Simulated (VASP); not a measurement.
Output of a VASP run:

**OSZICAR**
```
...
DAV:   3    -0.338684822588E+01   -0.20322E+02   -0.20270E+02   690   0.617E+01
DAV:   4    -0.428882120176E+01   -0.90197E+00   -0.90124E+00   640   0.163E+01
DAV:   5    -0.433419527202E+01   -0.45374E-01   -0.45373E-01   744   0.278E+00    0.458E+00
DAV:   6    -0.411686480116E+01    0.21733E+00   -0.58837E-01   476   0.209E+00    0.231E+00
DAV:   7    -0.408944525517E+01    0.27420E-01   -0.23185E-01   530   0.123E+00    0.649E-01
DAV:   8    -0.408787910263E+01    0.15662E-02   -0.54379E-02   500   0.882E-01    0.174E-01
DAV:   9    -0.408736346395E+01    0.51564E-03   -0.52064E-03   548   0.286E-01    0.105E-01
DAV:  10    -0.408830349872E+01   -0.94003E-03   -0.15672E-03   494   0.237E-01    0.496E-02
DAV:  11    -0.408849258291E+01   -0.18908E-03   -0.22323E-04   542   0.993E-02    0.303E-02
DAV:  12    -0.408899414331E+01   -0.50156E-03   -0.53674E-04   384   0.511E-02    0.182E-02
DAV:  13    -0.408921369668E+01   -0.21955E-03   -0.14815E-04   334   0.269E-02    0.104E-02
DAV:  14    -0.408932947719E+01   -0.11578E-03   -0.19801E-04   304   0.265E-02    0.747E-03
DAV:  15    -0.408934072714E+01   -0.11250E-04   -0.10061E-05   370   0.110E-02    0.464E-03
DAV:  16    -0.408935506446E+01   -0.14337E-04   -0.13017E-05   304   0.102E-02    0.292E-03
DAV:  17    -0.408936364703E+01   -0.85826E-05   -0.53003E-06   304   0.629E-03
   1 F= -.40893636E+01 E0= -.40879812E+01  d E =-.408936E+01
       N       E                     dE             d eps       ncg     rms          rms(c)
DAV:   1    -0.408953611227E+01   -0.18105E-03   -0.28981E-02   452   0.104E+00    0.253E-02
DAV:   2    -0.408959355351E+01   -0.57441E-04   -0.59825E-04   482   0.189E-01    0.105E-02
DAV:   3    -0.408959733637E+01   -0.37829E-05   -0.36929E-05   552   0.268E-02    0.752E-03
DAV:   4    -0.408959872243E+01   -0.13861E-05   -0.15709E-06   286   0.774E-03
   2 F= -.40895987E+01 E0= -.40882351E+01  d E =-.235075E-03
       N       E                     dE             d eps       ncg     rms          rms(c)
DAV:   1    -0.408970550142E+01   -0.10817E-03   -0.26040E-01   440   0.313E+00    0.751E-02
DAV:   2    -0.409020030269E+01   -0.49480E-03   -0.53730E-03   452   0.569E-01    0.317E-02
DAV:   3    -0.409022296126E+01   -0.22659E-04   -0.35061E-04   684   0.800E-02    0.231E-02
DAV:   4    -0.409022308292E+01   -0.12166E-06   -0.23228E-06   268   0.141E-02
   3 F= -.40902231E+01 E0= -.40889085E+01  d E =-.859436E-03
       N       E                     dE             d eps       ncg     rms          rms(c)
DAV:   1    -0.408924500593E+01    0.97796E-03   -0.10398E+00   440   0.625E+00    0.150E-01
DAV:   2    -0.409120376557E+01   -0.19588E-02   -0.21358E-02   452   0.114E+00    0.632E-02
DAV:   3    -0.409129007608E+01   -0.86311E-04   -0.13698E-03   678   0.158E-01    0.457E-02
DAV:   4    -0.409128875369E+01    0.13224E-05   -0.94923E-06   292   0.282E-02
   4 F= -.40912888E+01 E0= -.40900726E+01  d E =-.192511E-02
       N       E                     dE             d eps       ncg     rms          rms(c)
DAV:   1    -0.408460371788E+01    0.66864E-02   -0.41612E+00   440   0.125E+01    0.301E-01
DAV:   2    -0.409242844881E+01   -0.78247E-02   -0.85366E-02   458   0.228E+00    0.126E-01
DAV:   3    -0.409277327214E+01   -0.34482E-03   -0.54185E-03   666   0.312E-01    0.908E-02
DAV:   4    -0.409276993061E+01    0.33415E-05   -0.42691E-05   500   0.575E-02
   5 F= -.40927699E+01 E0= -.40917494E+01  d E =-.340628E-02
```

File OUTCAR:
```
------------------------ aborting loop because EDIFF is reached ----------------------------------------
  FORCE on cell =-STRESS in cart. coord.  units (eV):
  Direction    XX          YY          ZZ          XY          YZ          ZX
  --------------------------------------------------------------------------------------
  Total       -0.6787184     -0.6787184      0.1783111      0.0000000      0.0000000      0.0000000
  in kB       -1.5886879     -1.5886879      0.4173758      0.0000000      0.0000000      0.0000000
  external PRESSURE =      -0.9200000 kB  Pullay stress =       0.0000000 kB
  volume of cell :      684.48
      direct lattice vectors                 reciprocal lattice vectors
     5.209686088  0.000000000  0.000000000     0.191950145  0.000000000  0.000000000
     0.000000000  5.209686088  0.000000000     0.000000000  0.191950145  0.000000000
     0.000000000  0.000000000 25.219616745     0.000000000  0.000000000  0.039651673
 POSITION                                       TOTAL-FORCE (eV/Angst)
 -----------------------------------------------------------------------------------
      2.60484      0.00000      8.66037         0.000000     -0.000000     -0.022911
      0.00000      2.60484     11.33651         0.000000      0.000000     -0.000588
      2.60484      0.00000     13.88310         0.000000     -0.000000      0.000588
      0.00000      2.60484     16.55925        -0.000000     -0.000000      0.022911
 -----------------------------------------------------------------------------------
    total drift:                                0.000000      0.000000      0.000000
  FREE ENERGIE OF THE ION-ELECTRON SYSTEM (eV)
  ---------------------------------------------------
  free  energy   TOTEN  =        -4.0927699306 eV

  energy  without entropy=       -4.0897082798  energy(sigma->0) =       -4.09174938

 reached required accuracy - stopping structural energy minimisation
```
(Selected blocks of OUTCAR.)

File POSCAR:
```
K(100) slab
1
    5.2096860882     0.0000000000    -0.0000000000
    0.0000000000     5.2096860882    -0.0000000000
    0.0000000000    -0.0000000000    25.2196167451
K
4
Direct
  0.5000000000   0.0000000000   0.3450700000
  0.0000000000   0.5000000000   0.4483570000
  0.5000000000   0.0000000000   0.5516430000
  0.0000000000   0.5000000000   0.6549300000
```

### Question
Write an INCAR and KPOINTS that could have produced this output.

### Answer
Several could match; the one computed here: the input of the run itself, PBEsol GGA, plane waves, VASP's PBE PAW potentials (set 64).

**INCAR**
```
! general
SYSTEM=K(100) slab
PREC  =Normal
ENCUT =400
LREAL =F
LASPH =T

! electronic loop
EDIFF =1E-5
NELM  =100
NELMIN=4
ALGO  =Normal

! smearing
ISMEAR=1
SIGMA =0.1

! functional
GGA   =PS

! ions
IBRION=2
NSW   =50
ISIF  =2
EDIFFG=-0.03

! output
LWAVE =T
LCHARG=F

! other
LDIPOL=T
IDIPOL=3
DIPOL =0.5 0.5 0.5
```

**KPOINTS**
```
Automatic
0
Gamma
  6 6 1
0 0 0
```

POTCAR, in this order: K_sv (PBE.64 set). Program: vasp_std.

The cell is a thin slab with vacuum, built from K (bcc): (100) face.
